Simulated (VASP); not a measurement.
Here is the system:

```xyz
2
Lattice="0.0000 2.2065 2.2065 2.2065 0.0000 2.2065 2.2065 2.2065 0.0000" Properties=species:S:1:pos:R:3 pbc="T T T"
B      0.0000     0.0000     0.0000
P      1.1033     1.1033     1.1033
```

Level of theory: LDA (Ceperley-Alder, Perdew-Zunger), VASP's LDA PAW potentials (set 64) (plane waves; VASP). Settings: 620 eV cut-off, 10×10×10 Γ-centred mesh, Gaussian smearing of 0.050 eV, potentials B P.

Question: What does the run give for the energy per atom (σ→0), pressure?

Answer: 
```json
{
 "energy per atom (σ→0)": "-7.183 eV/atom",
 "pressure": "9.97 GPa"
}
```

The absolute energy has meaning only against runs of the same code, potentials and settings.

The compound is BP in the zinc blende structure. It was relaxed first under an external pressure of 10 GPa.
